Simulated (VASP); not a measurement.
Consider the following.

```xyz
2
Lattice="0.0000 3.0250 3.0250 3.0250 0.0000 3.0250 3.0250 3.0250 0.0000" Properties=species:S:1:pos:R:3 pbc="T T T"
Cu     0.0000     0.0000     0.0000
I      1.5125     1.5125     1.5125
```

Level of theory: PBE GGA, VASP's PBE PAW potentials (set 64) (plane waves; VASP). Settings: 300 eV cut-off, 5×5×5 Γ-centred mesh, Fermi-Dirac smearing of 0.010 eV, potentials Cu I.

Unless said otherwise, spin-orbit coupling is left out, though it shifts the bands of the heavy elements here.

Question: Give the energies of bands 2 to 12 at the high-symmetry points, in eV from the valence-band maximum.

Answer: 
```json
[
 {"band": "2", "Γ": "-3.67", "X": "-5.61", "U": "-5.30", "L": "-5.62", "W": "-5.14"},
 {"band": "3", "Γ": "-3.67", "X": "-3.77", "U": "-4.43", "L": "-3.64", "W": "-4.56"},
 {"band": "4", "Γ": "-3.67", "X": "-3.77", "U": "-3.71", "L": "-3.64", "W": "-3.87"},
 {"band": "5", "Γ": "-1.88", "X": "-1.90", "U": "-2.00", "L": "-1.85", "W": "-1.94"},
 {"band": "6", "Γ": "-1.88", "X": "-1.82", "U": "-1.85", "L": "-1.85", "W": "-1.93"},
 {"band": "7", "Γ": "0.00", "X": "-1.79", "U": "-1.74", "L": "-1.80", "W": "-1.79"},
 {"band": "8", "Γ": "0.00", "X": "-1.52", "U": "-1.53", "L": "-0.72", "W": "-1.62"},
 {"band": "9", "Γ": "0.00", "X": "-1.52", "U": "-1.26", "L": "-0.72", "W": "-1.28"},
 {"band": "10", "Γ": "1.16", "X": "2.70", "U": "3.09", "L": "2.16", "W": "4.51"},
 {"band": "11", "Γ": "4.86", "X": "2.90", "U": "4.63", "L": "5.40", "W": "4.65"},
 {"band": "12", "Γ": "4.86", "X": "9.24", "U": "7.54", "L": "5.40", "W": "6.02"}
]
```

The gap is direct, 1.16 eV, from the valence maximum at Γ to the conduction minimum at Γ.

The structure is a typed CuI crystal. The cell was not relaxed at this level.
